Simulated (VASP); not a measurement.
Given:

```yaml
crystal:
  lattice:
    - [1.35757, -2.35138, 0.00000]
    - [1.35757, 2.35138, 0.00000]
    - [0.00000, 0.00000, 4.35037]
  atoms:
    - { symbol: Tc, position: [0.33333, 0.66667, 0.25000] }
    - { symbol: Tc, position: [0.66667, 0.33333, 0.75000] }
```

Computed with AM05 GGA, VASP's PBE PAW potentials (set 64) (plane waves; VASP). Numerical set-up: 520 eV cut-off, Gaussian smearing of 0.050 eV, potentials Tc_pv.

### Question
Predict the band gap (along the path) with the smallest direct gap where there is one.

### Answer

| Item | Value |
|---|---|
| band gap (along the path) | none (metal, semimetal or under 0.01 eV) |

Total energies compare only between runs with the same potentials, cut-off and functional.

The compound is Tc in the hcp structure. It was relaxed first.
